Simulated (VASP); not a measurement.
# Shielding tensors and field gradients of Al2O3, part 3 of 8

What are the shielding tensors of Al2O3? The cell has space group Pnnm, a computed entry that need not be the common form of this compound. The start is a computed cell from the Materials Project.

VASP 6.6.1, plane waves and PAW; the level of theory is named at each step.

So far. Step 2 (Relaxation): At r2SCAN, with these data sets, the largest force is down to 0.0094 eV/Å. Step 3 (Ground state): The cell has a gap of 3.33 eV on this mesh and a pressure of -4.0 GPa, which holds the misfit of the given cell and coordinates with this functional, and any error of cutoff, mesh and data sets.

## Step 4: Shielding tensors

This step: chemical shifts by linear response (GIPAW), LDA; plane waves and PAW (Al, O) (VASP 6.6.1).

LCHIMAG computes the induced currents by linear response. It needs tightly converged orbitals and a cutoff well above the default; LEFG adds the field gradients at no cost.

INCAR

```
SYSTEM = Al2O3
PREC = Accurate
ENCUT = 560
EDIFF = 1E-09
NELM = 100
ISMEAR = 0
SIGMA = 0.01
LREAL = .FALSE.
ALGO = Normal
GGA = CA
NBANDS = 34
LWAVE = .FALSE.
LCHARG = .FALSE.
KPAR = 4
LCHIMAG = .TRUE.
LEFG = .TRUE.
DQ = 0.001
ICHIBARE = 1
LNMR_SYM_RED = .TRUE.
```

POSCAR

```
Al2O3
1.0
    4.6137770000      0.0000000000      0.0000000000
    0.0000000000      9.5632790000      0.0000000000
    0.0000000000      0.0000000000      3.1198620000
Al O
4 6
Direct
    0.0472582104      0.8266388528      0.0000000000
    0.9527417896      0.1733611472      0.0000000000
    0.5472582104      0.6733611472      0.5000000000
    0.4527417896      0.3266388528      0.5000000000
    0.5000000000      0.5000000000      0.5000000000
    0.2103891546      0.7682982375      0.5000000000
    0.2896108454      0.2682982375      0.0000000000
    0.7103891546      0.7317017625      0.0000000000
    0.0000000000      0.0000000000      0.0000000000
    0.7896108454      0.2317017625      0.5000000000
```

KPOINTS

```
Automatic mesh
0
Gamma
6 4 8
0 0 0
```

The projector-augmented-wave data sets are Al and O (LDA family, release 64).

The run is started by

```bash
mpirun -np 4 vasp_std
```

What it wrote:

```text
[banner, memory and clock lines left out]
running    4 mpi-ranks, on    1 nodes
 distrk:  each k-point on    1 cores,    4 groups
 distr:  one band on    1 cores,    1 groups

 POSCAR found type information on POSCAR AlO
 POSCAR found :  2 types and      10 ions
 LDA part: xc-table for (Slater(with rela. corr.)+CA(PZ))
 , standard interpolation
 POSCAR, INCAR and KPOINTS ok, starting setup
 FFT: planning ... GRIDC
 FFT: planning ... GRID_SOFT
 FFT: planning ... GRID
 WAVECAR not read
 entering main loop
       N       E                     dE             d eps       ncg     rms          rms(c)
DAV:   1     0.257865023413E+03    0.25787E+03   -0.24096E+04  4080   0.134E+03
DAV:   2    -0.717765980801E+02   -0.32964E+03   -0.31567E+03  5388   0.282E+02
DAV:   3    -0.930015734769E+02   -0.21225E+02   -0.21115E+02  5200   0.763E+01
DAV:   4    -0.932443117954E+02   -0.24274E+00   -0.24254E+00  4928   0.923E+00
DAV:   5    -0.932477543565E+02   -0.34426E-02   -0.34415E-02  5006   0.108E+00    0.203E+01
DAV:   6    -0.812196818835E+02    0.12028E+02   -0.48388E+01  4708   0.356E+01    0.776E+00
DAV:   7    -0.809626591561E+02    0.25702E+00   -0.10468E+00  4540   0.565E+00    0.386E+00
DAV:   8    -0.807799581600E+02    0.18270E+00   -0.11912E-01  5084   0.243E+00    0.128E+00
DAV:   9    -0.807527045345E+02    0.27254E-01   -0.31008E-02  5120   0.138E+00    0.236E-01
DAV:  10    -0.807541030040E+02   -0.13985E-02   -0.46300E-03  4444   0.350E-01    0.181E-01
DAV:  11    -0.807547808626E+02   -0.67786E-03   -0.20503E-03  4532   0.272E-01    0.825E-02
DAV:  12    -0.807546894211E+02    0.91441E-04   -0.74654E-04  5112   0.169E-01    0.186E-02
DAV:  13    -0.807547017363E+02   -0.12315E-04   -0.10094E-04  4404   0.554E-02    0.963E-03
DAV:  14    -0.807547044067E+02   -0.26703E-05   -0.86950E-06  4608   0.157E-02    0.344E-03
DAV:  15    -0.807547043754E+02    0.31248E-07   -0.34202E-07  4966   0.364E-03    0.173E-03
DAV:  16    -0.807547043872E+02   -0.11746E-07   -0.34821E-08  4852   0.105E-03    0.411E-04
DAV:  17    -0.807547043854E+02    0.17635E-08   -0.12501E-08  4856   0.712E-04    0.134E-04
DAV:  18    -0.807547043855E+02   -0.74124E-10   -0.27989E-09  3998   0.311E-04
ion   1
     0.0000000    -0.0075189    -0.0000000    -0.4496847     0.0000000    -1.6845222
     0.0000349    -0.0075189    -0.0000000    -0.4496847     0.0000000    -1.6845222
     0.0000480    -0.0075189    -0.0000000    -0.4496847     0.0000000    -1.6845222
     0.0000661    -0.0075189    -0.0000000    -0.4496847     0.0000000    -1.6845222
     0.0000910    -0.0075189    -0.0000000    -0.4496847     0.0000000    -1.6845222

     0.0000000     0.0298434    -0.0000000    -6.8350031     0.0000000   -25.2989333
     0.0000349     0.0298434    -0.0000000    -6.8349940     0.0000000   -25.2988996
     0.0000480     0.0298433    -0.0000000    -6.8349883     0.0000000   -25.2988786
     0.0000661     0.0298433    -0.0000000    -6.8349787     0.0000000   -25.2988433
     0.0000910     0.0298432    -0.0000000    -6.8349629     0.0000000   -25.2987849

ion   2
     0.0000000    -0.0075189    -0.0000000    -0.4496847     0.0000000    -1.6845222
     0.0000349    -0.0075189    -0.0000000    -0.4496847     0.0000000    -1.6845222
     0.0000480    -0.0075189    -0.0000000    -0.4496847     0.0000000    -1.6845222
     0.0000661    -0.0075189    -0.0000000    -0.4496847     0.0000000    -1.6845222
     0.0000910    -0.0075189    -0.0000000    -0.4496847     0.0000000    -1.6845222

     0.0000000     0.0298434    -0.0000000    -6.8350031     0.0000000   -25.2989333
     0.0000349     0.0298434    -0.0000000    -6.8349940     0.0000000   -25.2988996
     0.0000480     0.0298433    -0.0000000    -6.8349883     0.0000000   -25.2988786
     0.0000661     0.0298433    -0.0000000    -6.8349787     0.0000000   -25.2988433
     0.0000910     0.0298432    -0.0000000    -6.8349629     0.0000000   -25.2987849

ion   3
     0.0000000     0.0075189     0.0000000    -0.4496847     0.0000000    -1.6845222
     0.0000349     0.0075189     0.0000000    -0.4496847     0.0000000    -1.6845222
     0.0000480     0.0075189     0.0000000    -0.4496847     0.0000000    -1.6845222
     0.0000661     0.0075189     0.0000000    -0.4496847     0.0000000    -1.6845222
     0.0000910     0.0075189     0.0000000    -0.4496847     0.0000000    -1.6845222

     0.0000000    -0.0298434     0.0000000    -6.8350031     0.0000000   -25.2989333
     0.0000349    -0.0298434     0.0000000    -6.8349940     0.0000000   -25.2988996
     0.0000480    -0.0298433     0.0000000    -6.8349883     0.0000000   -25.2988786
     0.0000661    -0.0298433     0.0000000    -6.8349787     0.0000000   -25.2988433
     0.0000910    -0.0298432     0.0000000    -6.8349629     0.0000000   -25.2987849

ion   4
     0.0000000     0.0075189     0.0000000    -0.4496847     0.0000000    -1.6845222
     0.0000349     0.0075189     0.0000000    -0.4496847     0.0000000    -1.6845222
     0.0000480     0.0075189     0.0000000    -0.4496847     0.0000000    -1.6845222
     0.0000661     0.0075189     0.0000000    -0.4496847     0.0000000    -1.6845222
     0.0000910     0.0075189     0.0000000    -0.4496847     0.0000000    -1.6845222

     0.0000000    -0.0298434     0.0000000    -6.8350031     0.0000000   -25.2989333
     0.0000349    -0.0298434     0.0000000    -6.8349940     0.0000000   -25.2988996
     0.0000480    -0.0298433     0.0000000    -6.8349883     0.0000000   -25.2988786
     0.0000661    -0.0298433     0.0000000    -6.8349787     0.0000000   -25.2988433
     0.0000910    -0.0298432     0.0000000    -6.8349629     0.0000000   -25.2987849

ion   5
     0.0000000    -1.3590244     0.0000000     4.6465197     0.0000000     3.2178156
     0.0000293    -1.3590244     0.0000000     4.6465196     0.0000000     3.2178155
     0.0000403    -1.3590244     0.0000000     4.6465196     0.0000000     3.2178155
     0.0000555    -1.3590243     0.0000000     4.6465195     0.0000000     3.2178154
     0.0000765    -1.3590243     0.0000000     4.6465193     0.0000000     3.2178152

     0.0000000    -6.3366679     0.0000000    18.9654886     0.0000000    18.2670161
     0.0000293    -6.3366660     0.0000000    18.9654832     0.0000000    18.2670104
     0.0000403    -6.3366648     0.0000000    18.9654796     0.0000000    18.2670067
     0.0000555    -6.3366627     0.0000000    18.9654735     0.0000000    18.2670002
     0.0000765    -6.3366591     0.0000000    18.9654632     0.0000000    18.2669894

ion   6
     0.0000000     7.8654368    -0.0000000    -9.6594851     0.0000000    -5.0601729
     0.0000293     7.8654367    -0.0000000    -9.6594850     0.0000000    -5.0601728
[...]
RMM:   5    -0.162846021946E+03   -0.14600E-02   -0.23649E-03  7922   0.106E-01
RMM:   6    -0.162846138370E+03   -0.11642E-03   -0.25995E-04  7942   0.308E-02
RMM:   7    -0.162846151369E+03   -0.12999E-04   -0.19707E-05  7877   0.839E-03
RMM:   8    -0.162846152515E+03   -0.11461E-05   -0.28988E-06  6823   0.258E-03
RMM:   9    -0.162846152627E+03   -0.11210E-06   -0.15122E-07  5786   0.676E-04
RMM:  10    -0.162846152636E+03   -0.90592E-08   -0.21786E-08  5054   0.232E-04
RMM:  11    -0.162846152637E+03   -0.99124E-09   -0.15483E-09  4121   0.898E-05
BDIR= 3  IDIR= 1  IQ=  0
DAV:   1    -0.500469649426E+03   -0.50047E+03   -0.51284E-10  2376   0.122E-04
DAV:   2    -0.500469649426E+03    0.71680E-10   -0.44338E-11  2352   0.349E-05
       N       E                     dE             d eps       ncg     rms
RMM:   1    -0.158954652144E+03   -0.15895E+03   -0.19703E+02  7043   0.534E+01
RMM:   2    -0.162535233648E+03   -0.35806E+01   -0.85606E+00  7840   0.845E+00
RMM:   3    -0.162827018679E+03   -0.29179E+00   -0.34018E-01  7898   0.159E+00
RMM:   4    -0.162841128671E+03   -0.14110E-01   -0.27568E-02  7914   0.399E-01
RMM:   5    -0.162842602934E+03   -0.14743E-02   -0.24525E-03  7915   0.107E-01
RMM:   6    -0.162842719149E+03   -0.11621E-03   -0.25563E-04  7928   0.307E-02
RMM:   7    -0.162842731934E+03   -0.12785E-04   -0.19412E-05  7853   0.835E-03
RMM:   8    -0.162842733058E+03   -0.11237E-05   -0.28528E-06  6790   0.256E-03
RMM:   9    -0.162842733165E+03   -0.10773E-06   -0.14532E-07  5766   0.665E-04
RMM:  10    -0.162842733174E+03   -0.86482E-08   -0.20462E-08  5006   0.228E-04
RMM:  11    -0.162842733175E+03   -0.96387E-09   -0.15144E-09  4080   0.891E-05
BDIR= 3  IDIR= 1  IQ=  1
DAV:   1    -0.500470939649E+03   -0.50047E+03   -0.47210E-02  4444   0.999E-01
DAV:   2    -0.500471128140E+03   -0.18849E-03   -0.18849E-03  4960   0.213E-01
DAV:   3    -0.500471129749E+03   -0.16085E-05   -0.16086E-05  5050   0.190E-02
DAV:   4    -0.500471129781E+03   -0.32664E-07   -0.32688E-07  4976   0.283E-03
DAV:   5    -0.500471129783E+03   -0.10562E-08   -0.10287E-08  4500   0.454E-04
DAV:   6    -0.500471129782E+03    0.38995E-10   -0.34509E-10  3510   0.973E-05
       N       E                     dE             d eps       ncg     rms
RMM:   1    -0.158950924183E+03   -0.15895E+03   -0.19703E+02  7043   0.534E+01
RMM:   2    -0.162531384518E+03   -0.35805E+01   -0.85534E+00  7838   0.845E+00
RMM:   3    -0.162822455049E+03   -0.29107E+00   -0.33796E-01  7898   0.159E+00
RMM:   4    -0.162836494047E+03   -0.14039E-01   -0.27458E-02  7922   0.399E-01
RMM:   5    -0.162837954677E+03   -0.14606E-02   -0.24274E-03  7923   0.107E-01
RMM:   6    -0.162838068784E+03   -0.11411E-03   -0.24783E-04  7938   0.305E-02
RMM:   7    -0.162838081702E+03   -0.12918E-04   -0.19555E-05  7879   0.839E-03
RMM:   8    -0.162838082835E+03   -0.11336E-05   -0.29068E-06  6824   0.258E-03
RMM:   9    -0.162838082944E+03   -0.10863E-06   -0.14594E-07  5782   0.667E-04
RMM:  10    -0.162838082953E+03   -0.87141E-08   -0.20932E-08  5052   0.228E-04
RMM:  11    -0.162838082954E+03   -0.95440E-09   -0.14900E-09  4121   0.889E-05
BDIR= 3  IDIR= 2  IQ= -1
DAV:   1    -0.500469319497E+03   -0.50047E+03   -0.47759E-02  4242   0.996E-01
DAV:   2    -0.500469500231E+03   -0.18073E-03   -0.18073E-03  4938   0.214E-01
DAV:   3    -0.500469501744E+03   -0.15130E-05   -0.15130E-05  4942   0.190E-02
DAV:   4    -0.500469501776E+03   -0.31696E-07   -0.31736E-07  5010   0.287E-03
DAV:   5    -0.500469501777E+03   -0.10244E-08   -0.97950E-09  4408   0.455E-04
       N       E                     dE             d eps       ncg     rms
RMM:   1    -0.158477879140E+03   -0.15848E+03   -0.19368E+02  6901   0.537E+01
RMM:   2    -0.162258026119E+03   -0.37801E+01   -0.10110E+01  7833   0.887E+00
RMM:   3    -0.162558896512E+03   -0.30087E+00   -0.33425E-01  7907   0.165E+00
RMM:   4    -0.162572808228E+03   -0.13912E-01   -0.28533E-02  7912   0.415E-01
RMM:   5    -0.162574184502E+03   -0.13763E-02   -0.23061E-03  7946   0.111E-01
RMM:   6    -0.162574293168E+03   -0.10867E-03   -0.24811E-04  7950   0.318E-02
RMM:   7    -0.162574304187E+03   -0.11019E-04   -0.17444E-05  7897   0.850E-03
RMM:   8    -0.162574305115E+03   -0.92757E-06   -0.21186E-06  6810   0.260E-03
RMM:   9    -0.162574305228E+03   -0.11327E-06   -0.17977E-07  5798   0.758E-04
RMM:  10    -0.162574305239E+03   -0.10535E-07   -0.27258E-08  5131   0.260E-04
RMM:  11    -0.162574305240E+03   -0.10593E-08   -0.14426E-09  4313   0.950E-05
RMM:  12    -0.162574305240E+03   -0.81087E-10   -0.20943E-10  3820   0.619E-05
BDIR= 3  IDIR= 2  IQ=  0
DAV:   1    -0.500469649426E+03   -0.50047E+03   -0.51289E-10  2376   0.122E-04
DAV:   2    -0.500469649426E+03    0.54570E-10   -0.42912E-11  2352   0.349E-05
       N       E                     dE             d eps       ncg     rms
RMM:   1    -0.158478137349E+03   -0.15848E+03   -0.19369E+02  6901   0.537E+01
RMM:   2    -0.162258443879E+03   -0.37803E+01   -0.10109E+01  7833   0.887E+00
RMM:   3    -0.162559259649E+03   -0.30082E+00   -0.33373E-01  7902   0.165E+00
RMM:   4    -0.162573177857E+03   -0.13918E-01   -0.28682E-02  7909   0.415E-01
RMM:   5    -0.162574545648E+03   -0.13678E-02   -0.22807E-03  7928   0.110E-01
RMM:   6    -0.162574653664E+03   -0.10802E-03   -0.24644E-04  7920   0.318E-02
RMM:   7    -0.162574664672E+03   -0.11007E-04   -0.17431E-05  7853   0.850E-03
RMM:   8    -0.162574665594E+03   -0.92245E-06   -0.20817E-06  6767   0.260E-03
RMM:   9    -0.162574665710E+03   -0.11576E-06   -0.18455E-07  5747   0.764E-04
RMM:  10    -0.162574665721E+03   -0.10984E-07   -0.28839E-08  5096   0.263E-04
RMM:  11    -0.162574665722E+03   -0.10695E-08   -0.14299E-09  4263   0.949E-05
RMM:  12    -0.162574665722E+03   -0.79694E-10   -0.20565E-10  3757   0.618E-05
BDIR= 3  IDIR= 2  IQ=  1
DAV:   1    -0.500469615167E+03   -0.50047E+03   -0.47758E-02  4240   0.996E-01
DAV:   2    -0.500469795812E+03   -0.18065E-03   -0.18065E-03  4924   0.214E-01
DAV:   3    -0.500469797323E+03   -0.15108E-05   -0.15108E-05  4948   0.189E-02
DAV:   4    -0.500469797355E+03   -0.31715E-07   -0.31657E-07  4978   0.287E-03
DAV:   5    -0.500469797356E+03   -0.94838E-09   -0.97635E-09  4428   0.454E-04
       N       E                     dE             d eps       ncg     rms
RMM:   1    -0.158477717035E+03   -0.15848E+03   -0.19368E+02  6902   0.536E+01
RMM:   2    -0.162257723919E+03   -0.37800E+01   -0.10108E+01  7833   0.887E+00
RMM:   3    -0.162558439654E+03   -0.30072E+00   -0.33312E-01  7905   0.165E+00
RMM:   4    -0.162572347137E+03   -0.13907E-01   -0.28702E-02  7914   0.415E-01
RMM:   5    -0.162573717703E+03   -0.13706E-02   -0.22857E-03  7945   0.110E-01
RMM:   6    -0.162573825831E+03   -0.10813E-03   -0.24685E-04  7950   0.318E-02
RMM:   7    -0.162573836844E+03   -0.11013E-04   -0.17400E-05  7897   0.850E-03
RMM:   8    -0.162573837766E+03   -0.92212E-06   -0.20902E-06  6814   0.260E-03
RMM:   9    -0.162573837881E+03   -0.11523E-06   -0.18366E-07  5801   0.762E-04
RMM:  10    -0.162573837892E+03   -0.10899E-07   -0.28595E-08  5129   0.261E-04
RMM:  11    -0.162573837893E+03   -0.10623E-08   -0.14202E-09  4314   0.948E-05
RMM:  12    -0.162573837893E+03   -0.79211E-10   -0.20436E-10  3822   0.618E-05
       N       E                     dE             d eps       ncg     rms
RLQ:   1    -0.216205915261E+01   -0.21621E+01   -0.32957E+00  5033   0.612E+00
RLQ:   2    -0.229197516755E+01   -0.12992E+00   -0.28559E-01  7323   0.148E+00
RLQ:   3    -0.229973353389E+01   -0.77584E-02   -0.12171E-02  7266   0.252E-01
RLQ:   4    -0.230007597298E+01   -0.34244E-03   -0.58417E-04  7532   0.564E-02
RLQ:   5    -0.230010184331E+01   -0.25870E-04   -0.54024E-05  7551   0.146E-02
RLQ:   6    -0.230010403448E+01   -0.21912E-05   -0.42403E-06  6512   0.400E-03
RLQ:   7    -0.230010425519E+01   -0.22071E-06   -0.43783E-07  6116   0.116E-03
RLQ:   8    -0.230010427739E+01   -0.22205E-07   -0.47800E-08  5417   0.368E-04
RLQ:   9    -0.230010427982E+01   -0.24261E-08   -0.45212E-09  4446   0.129E-04
RLQ:  10    -0.230010428005E+01   -0.23491E-09   -0.52615E-10  3670   0.692E-05
```

Wall time 24 min (4 MPI ranks of Intel Xeon 6975P-C (Granite Rapids), shared host); peak memory 5.3 GiB; 75 min of CPU time.

(Continued in part 4 of 8.)

[Lines on the potential files, build, host, timing and source positions are cut from VASP's logs without a mark.]

[Logs are printed without paths, hosts, clocks, repeated set-up lines and the standing remarks that a program may print on its own settings, such as how far it seeks lower states.]

[Hosts, paths, dates, database ids (printed as entryN), source tags and the programs' standing remarks are cut or masked in the printed files.]
